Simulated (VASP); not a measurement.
# PtSe2 (Sudovikovite): Pt into a neighbouring Pt vacancy, part 2 of 4

Aim: the barrier for one hop in PtSe2 (Sudovikovite): Pt into a neighbouring Pt vacancy. The start is a cell from a database of measured crystal structures.

VASP 6.6.1; PBEsol; plane waves and PAW (Pt, Se).

So far. Step 2 (Relax the host): The run ended after 11 ionic steps, 0.024 eV below its first step, once forces and stress met EDIFFG = -0.02.

The database entry behind the starting cell has ideal inner coordinates that were not refined, so it need not match the best structure at ambient conditions.

## 3. Relax the start

System of this step: Sudovikovite. The cell holds 23 atoms: 7 Pt and 16 Se. Cell: a = 7.508 Å, b = 7.508 Å, c = 9.732 Å, α = 90.0°, β = 90.0°, γ = 120.0°. It derives from PtSe2 (Sudovikovite). Nearest the centre at fractional (0.000, 0.250, 0.000): Se16 at 1.67 Å, Se13 at 1.69 Å, Pt2 at 1.91 Å, Se9 at 3.10 Å, Se20 at 3.13 Å, Se11 at 3.13 Å, Se22 at 3.14 Å, Pt4 at 3.25 Å.

A path needs two true minima; the start is relaxed with symmetry off.

INCAR

```
SYSTEM = Pt7Se16
PREC = Normal
ENCUT = 280
EDIFF = 1E-05
NELM = 120
ISMEAR = 1
SIGMA = 0.15
LREAL = Auto
ALGO = Fast
GGA = PS
NBANDS = 106
LASPH = .TRUE.
LORBIT = 11
LWAVE = .FALSE.
LCHARG = .FALSE.
NCORE = 3
IBRION = 2
NSW = 60
ISIF = 2
EDIFFG = -0.05
POTIM = 0.4
MAXMIX = 40
ISYM = 0
```

POSCAR

```
Pt7Se16
1.0
    7.5082780074      0.0000000000      0.0000000000
   -3.7541390036      6.5023594930      0.0000000000
    0.0000000000      0.0000000000      9.7320922396
Pt Se
7 16
Direct
    0.0021841111      0.0025271385      0.5006790669
   -0.0020789049      0.5027846995      0.0009173250
   -0.0005365932      0.5017874069      0.5007492169
    0.5008271992      0.0000874213      0.0011235261
    0.4977877479     -0.0005010795      0.4990092175
    0.5016562514      0.5001221775     -0.0006010152
    0.4975216728      0.4992089264      0.5000167326
    0.3345893476      0.1706469566      0.3710836383
    0.3232064181      0.1608564273      0.8686555964
    0.3325372957      0.6673237911      0.3694613718
    0.3372644964      0.6632463058      0.8682387633
    0.8397692851      0.1686557999      0.3703773956
    0.8294295806      0.1615975062      0.8693589124
    0.8317361683      0.6628915691      0.3676106935
    0.8316884920      0.6637607934      0.8688128126
    0.1669757355      0.3334427898      0.1299447791
    0.1696187777      0.3360743906      0.6316445985
    0.1656123355      0.8355837543      0.1299547495
    0.1673602049      0.8300367226      0.6328645189
    0.6646927680      0.3294924234      0.1303401559
    0.6672303070      0.3341723868      0.6289667850
    0.6640238692      0.8339472168      0.1300260402
    0.6684620567      0.8356694685      0.6275968858
```

KPOINTS

```
Automatic mesh
0
Gamma
3 3 2
0 0 0
```

Potentials, in the order of the species: Pt and Se (PBE family, release 64).

The run is started by

```console
$ mpirun -np 3 vasp_std
```

Output:

```text
[banner, memory and clock lines left out]
running    3 mpi-ranks, on    1 nodes
 distrk:  each k-point on    3 cores,    1 groups
 distr:  one band on    3 cores,    1 groups

 POSCAR found type information on POSCAR PtSe
 POSCAR found :  2 types and      23 ions
 [... a notice as in an earlier step ...]

 LDA part: xc-table for (Slater+PW92), standard interpolation
 POSCAR, INCAR and KPOINTS ok, starting setup
 FFT: planning ... GRIDC
 FFT: planning ... GRID_SOFT
 FFT: planning ... GRID
 WAVECAR not read
 entering main loop
       N       E                     dE             d eps       ncg     rms          rms(c)
DAV:   1     0.665648277537E+03    0.66565E+03   -0.51775E+04  2128   0.850E+02
DAV:   2    -0.739177837031E+02   -0.73957E+03   -0.70833E+03  2552   0.205E+02
DAV:   3    -0.122793105966E+03   -0.48875E+02   -0.47334E+02  2392   0.523E+01
DAV:   4    -0.123769585186E+03   -0.97648E+00   -0.96916E+00  2480   0.759E+00
DAV:   5    -0.123795574770E+03   -0.25990E-01   -0.25944E-01  2512   0.109E+00    0.337E+01
RMM:   6    -0.119674753669E+03    0.41208E+01   -0.37809E+01  2120   0.148E+01    0.222E+01
RMM:   7    -0.117505193394E+03    0.21696E+01   -0.53626E+00  2120   0.628E+00    0.997E+00
RMM:   8    -0.117339754596E+03    0.16544E+00   -0.58090E-01  2120   0.168E+00    0.251E+00
RMM:   9    -0.117280333210E+03    0.59421E-01   -0.11661E-01  2125   0.896E-01    0.753E-01
RMM:  10    -0.117274180191E+03    0.61530E-02   -0.38008E-02  2144   0.446E-01    0.299E-01
RMM:  11    -0.117274390051E+03   -0.20986E-03   -0.82517E-03  2176   0.191E-01    0.170E-01
RMM:  12    -0.117274543355E+03   -0.15330E-03   -0.21266E-03  2163   0.104E-01    0.520E-02
RMM:  13    -0.117274601260E+03   -0.57905E-04   -0.56216E-04  2299   0.473E-02    0.277E-02
RMM:  14    -0.117274602750E+03   -0.14901E-05   -0.86628E-05  1904   0.189E-02
   1 F= -.11727460E+03 E0= -.11727301E+03  d E =-.117275E+03
 curvature:   0.00 expect dE= 0.000E+00 dE for cont linesearch  0.000E+00
 trial: gam= 0.00000 g(F)=  0.214E+00 g(S)=  0.000E+00 ort = 0.000E+00 (trialstep = 0.100E+01)
 search vector abs. value=  0.214E+00
 bond charge predicted
       N       E                     dE             d eps       ncg     rms          rms(c)
DAV:   1    -0.117399766263E+03   -0.12517E+00   -0.16169E+01  2304   0.948E+00    0.130E+00
RMM:   2    -0.117436547129E+03   -0.36781E-01   -0.41956E-01  2120   0.175E+00    0.464E-01
RMM:   3    -0.117441594457E+03   -0.50473E-02   -0.54496E-02  2159   0.683E-01    0.337E-01
RMM:   4    -0.117442004099E+03   -0.40964E-03   -0.98793E-03  2171   0.276E-01    0.252E-01
RMM:   5    -0.117441717219E+03    0.28688E-03   -0.30327E-03  2120   0.159E-01    0.634E-02
RMM:   6    -0.117441735155E+03   -0.17936E-04   -0.63355E-04  2198   0.691E-02    0.256E-02
RMM:   7    -0.117441736703E+03   -0.15479E-05   -0.18336E-04  2253   0.325E-02    0.146E-02
RMM:   8    -0.117441738584E+03   -0.18803E-05   -0.46359E-05  1773   0.164E-02
   2 F= -.11744174E+03 E0= -.11744237E+03  d E =-.167136E+00
[... from here on, the cycles between the ionic steps are left out ...]
   3 F= -.11751518E+03 E0= -.11751741E+03  d E =-.240573E+00
   4 F= -.11760712E+03 E0= -.11760891E+03  d E =-.919465E-01
   5 F= -.11767242E+03 E0= -.11767250E+03  d E =-.157241E+00
   6 F= -.11772327E+03 E0= -.11772166E+03  d E =-.508493E-01
   7 F= -.11773616E+03 E0= -.11773308E+03  d E =-.637401E-01
   8 F= -.11774999E+03 E0= -.11774640E+03  d E =-.138302E-01
   9 F= -.11775000E+03 E0= -.11774640E+03  d E =-.138400E-01
  10 F= -.11775531E+03 E0= -.11775161E+03  d E =-.531758E-02
 trial-energy change:   -0.005318  1 .order   -0.005244   -0.008454   -0.002033
 step:   2.5024(harm=  2.5527)  dis= 0.01303  next Energy=  -117.755612 (dE=-0.561E-02)
 bond charge predicted
       N       E                     dE             d eps       ncg     rms          rms(c)
DAV:   1    -0.117755333707E+03   -0.26507E-04   -0.85233E-02  2264   0.697E-01    0.969E-02
RMM:   2    -0.117755588606E+03   -0.25490E-03   -0.28712E-03  2120   0.134E-01    0.203E-02
RMM:   3    -0.117755629333E+03   -0.40727E-04   -0.38949E-04  2146   0.515E-02    0.642E-03
RMM:   4    -0.117755636422E+03   -0.70890E-05   -0.70367E-05  1932   0.211E-02
  11 F= -.11775564E+03 E0= -.11775188E+03  d E =-.563946E-02
 curvature:  -1.80 expect dE=-0.190E-02 dE for cont linesearch -0.238E-06
 trial: gam= 0.24615 g(F)=  0.105E-02 g(S)=  0.000E+00 ort =-0.286E-04 (trialstep = 0.205E+01)
 search vector abs. value=  0.142E-02
 reached required accuracy - stopping structural energy minimisation
```

It took 2.4 min on 3 MPI ranks of Intel Xeon 6975P-C (Granite Rapids), shared host; peak memory 0.52 GiB.

From OUTCAR (step 3):

```text
 Found     10 irreducible k-points:

   k-points           NKPTS =     10   k-points in BZ     NKDIM =     10   number of bands    NBANDS=    106

   dimension x,y,z NGX =    32 NGY =   32 NGZ =   40
   dimension x,y,z NGXF=    64 NGYF=   64 NGZF=   80

   ENCUT  =  280.0 eV  20.58 Ry    4.54 a.u.  10.24 10.24 13.28*2*pi/ulx,y,z

   NELECT =     166.0000    total number of electrons

 E-fermi :   5.7215

 k-point     1 :       0.0000    0.0000    0.0000
  band No.  band energies     occupation
    ...
     80       4.9868      2.00000
     81       5.0393      2.00000
     82       5.3714      2.00471
     83       5.4891      2.05084
     84       5.5227      2.06823
     85       6.5493     -0.00000
     86       6.6200     -0.00000
     87       6.6235     -0.00000
     88       6.9109     -0.00000
     89       6.9299     -0.00000
    ...

 k-point     2 :       0.3333    0.0000    0.0000
  band No.  band energies     occupation
    ...
     79       4.8817      2.00000
     80       5.0416      2.00000
     81       5.1200      2.00000
     82       5.3119      2.00078
     83       5.6163      1.92035
     84       5.8112      0.16185
     85       6.1053     -0.00177
     86       6.5257     -0.00000
     87       6.5858     -0.00000
     88       6.9507     -0.00000
    ...

  Total       -4.2897758     -4.1792510     -6.0478712     -0.0258458     -0.1097066     -0.0481885
  in kB      -14.4653065    -14.0926121    -20.3936790     -0.0871533     -0.3699354     -0.1624936
  external PRESSURE =     -16.3171992 kB  Pullay stress =       0.0000000 kB

  energy-cutoff  :      280.00
  volume of cell :      475.14
      direct lattice vectors                 reciprocal lattice vectors
     7.508278007  0.000000000  0.000000000     0.133186331  0.076895164  0.000000000
    -3.754139004  6.502359493  0.000000000     0.000000000  0.153790328  0.000000000
     0.000000000  0.000000000  9.732092240     0.000000000  0.000000000  0.102752828

 POSITION                                       TOTAL-FORCE (eV/Angst)
 -----------------------------------------------------------------------------------
      0.00123      0.00335      4.86499         0.011296     -0.010438     -0.008802
      5.62672      3.24379      9.73063         0.014015      0.022306     -0.019248
     -1.87753      3.25477      4.86508         0.030439     -0.026048      0.023200
     -0.00367      6.49716      9.73064        -0.013946     -0.002111      0.013138
      3.75571      0.00176      4.86566         0.008044      0.006906     -0.038863
      1.87291      3.24481      0.00052        -0.000456      0.029771     -0.026609
      1.87883      3.25361      4.86510         0.005165      0.004595      0.001842
      1.90617      1.10213      3.63101        -0.009211     -0.033940     -0.028599
      1.94698      1.12082      8.41380         0.023356      0.016763     -0.013405
     -0.00214      4.32434      3.34312        -0.012085      0.016658      0.029533
     -0.00240      4.33144      8.45246        -0.004367     -0.008906      0.039120
      5.60703      1.10148      3.63074        -0.010290     -0.028432     -0.031112
      5.53573      1.12896      8.39960        -0.003179      0.017652      0.005012
      3.75534      4.30898      3.62903        -0.011038      0.025861     -0.034174
      3.74919      4.20802      8.39312         0.003278     -0.006158     -0.000574
     -0.00366      2.27691      1.33148        -0.006019      0.005961      0.021775
      0.00337      2.19821      6.09898        -0.013811     -0.010647      0.043964
     -1.79358      5.36223      1.32342         0.013337     -0.006961      0.012321
     -1.84778      5.40883      6.09872        -0.023785      0.009078      0.037293
      3.74930      2.16037      1.27728         0.008678     -0.000516     -0.034461
      3.75808      2.17771      6.38700        -0.009032     -0.007279     -0.032699
      1.78893      5.36599      1.32493        -0.002946     -0.012167     -0.004331
      1.85211      5.40747      6.09697         0.002556     -0.001947      0.045679
 -----------------------------------------------------------------------------------
    total drift:                                0.010568      0.014548      0.029697

  FREE ENERGIE OF THE ION-ELECTRON SYSTEM (eV)
  ---------------------------------------------------
  free  energy   TOTEN  =      -117.7556364219 eV

  energy  without entropy=     -117.7443697646  energy(sigma->0) =     -117.75188087

 total charge
# of ion       s       p       d       tot
------------------------------------------
    1        0.678   0.670   8.019   9.367
    2        0.675   0.708   7.997   9.379
    3        0.675   0.646   8.053   9.374
    4        0.675   0.708   7.997   9.380
    5        0.676   0.640   8.056   9.373
    6        0.675   0.708   7.997   9.380
    7        0.676   0.645   8.054   9.375
    8        1.484   2.213   0.075   3.773
    9        1.495   2.184   0.053   3.732
   10        1.522   2.054   0.078   3.654
   11        1.490   2.190   0.071   3.751
   12        1.484   2.213   0.075   3.772
   13        1.495   2.185   0.053   3.733
   14        1.485   2.212   0.075   3.772
   15        1.495   2.183   0.054   3.733
   16        1.495   2.183   0.054   3.733
   17        1.485   2.212   0.075   3.772
   18        1.495   2.184   0.053   3.732
   19        1.484   2.213   0.075   3.773
   20        1.490   2.190   0.072   3.752
   21        1.522   2.054   0.078   3.654
   22        1.495   2.185   0.053   3.733
   23        1.484   2.214   0.076   3.773
--------------------------------------------------
tot         28.629  39.594  57.246 125.468

[... 1 part as in an earlier step ...]

[... 7 further parts left out ...]
```

The steps of the relaxation:

```tsv
step	energy less that of the first step (eV)	largest force (eV/Å)
1	0.0000	1.1497
2	-0.1671	0.8834
3	-0.2406	0.6015
4	-0.3325	0.3542
5	-0.3978	0.3292
6	-0.4487	0.2051
7	-0.4616	0.2057
8	-0.4754	0.1225
9	-0.4754	0.1202
10	-0.4807	0.0540
11	-0.4810	0.0473
```

The atoms that moved most (Å):

```tsv
atom	dx	dy	dz	length
Se21	0.003	0.005	0.266	0.266
Se10	0.006	-0.015	-0.253	0.253
Se9	0.124	0.075	-0.040	0.150
Se18	0.100	-0.071	0.059	0.136
Se13	-0.085	0.078	-0.061	0.131
Se16	-0.006	0.109	0.067	0.128
Se15	-0.004	-0.108	-0.062	0.125
Se22	-0.066	-0.057	0.060	0.105
```

Final coordinates:

```cif
data_structure
_symmetry_space_group_name_H-M 'P 1'
_symmetry_Int_Tables_number 1
_cell_length_a 7.5083
_cell_length_b 7.5083
_cell_length_c 9.7321
_cell_angle_alpha 90.000
_cell_angle_beta 90.000
_cell_angle_gamma 120.000
_cell_volume 475.14
loop_
_atom_site_label
_atom_site_type_symbol
_atom_site_fract_x
_atom_site_fract_y
_atom_site_fract_z
_atom_site_occupancy
Pt1 Pt 0.00042 0.00051 0.49989 1
Pt2 Pt 0.99883 0.49886 0.99985 1
Pt3 Pt 0.00022 0.50055 0.49990 1
Pt4 Pt 0.49911 0.99920 0.99985 1
Pt5 Pt 0.50035 0.00027 0.49996 1
Pt6 Pt 0.49896 0.49902 0.00005 1
Pt7 Pt 0.50042 0.50037 0.49990 1
Se8 Se 0.33862 0.16950 0.37310 1
Se9 Se 0.34550 0.17237 0.86454 1
Se10 Se 0.33224 0.66504 0.34352 1
Se11 Se 0.33275 0.66613 0.86851 1
Se12 Se 0.83148 0.16940 0.37307 1
Se13 Se 0.82410 0.17362 0.86308 1
Se14 Se 0.83150 0.66268 0.37289 1
Se15 Se 0.82292 0.64715 0.86242 1
Se16 Se 0.17460 0.35017 0.13681 1
Se17 Se 0.16948 0.33806 0.62669 1
Se18 Se 0.17345 0.82466 0.13598 1
Se19 Se 0.16981 0.83183 0.62666 1
Se20 Se 0.66548 0.33224 0.13124 1
Se21 Se 0.66798 0.33491 0.65628 1
Se22 Se 0.65088 0.82524 0.13614 1
Se23 Se 0.66248 0.83162 0.62648 1
```

This step gave:

```yaml
electronic_cycles: 88
electrons: 166
free_energy_toten: -117.7556 eV
energy_at_zero_smearing: -117.7519 eV
fermi_energy: 5.721 eV
```

The run ended after 11 ionic steps, 0.481 eV below its first step, once the forces on the free atoms met EDIFFG = -0.05.

(Part 2 of 4 ends here.)

[Lines on the potential files, build, host, timing and source positions are cut from VASP's logs without a mark.]

[Logs are printed without paths, hosts, clocks, repeated set-up lines and the standing remarks that a program may print on its own settings, such as how far it seeks lower states.]

[Hosts, paths, dates, database ids (printed as entryN), source tags and the programs' standing remarks are cut or masked in the printed files.]

[Runs that stopped without an error message from VASP are left out.]
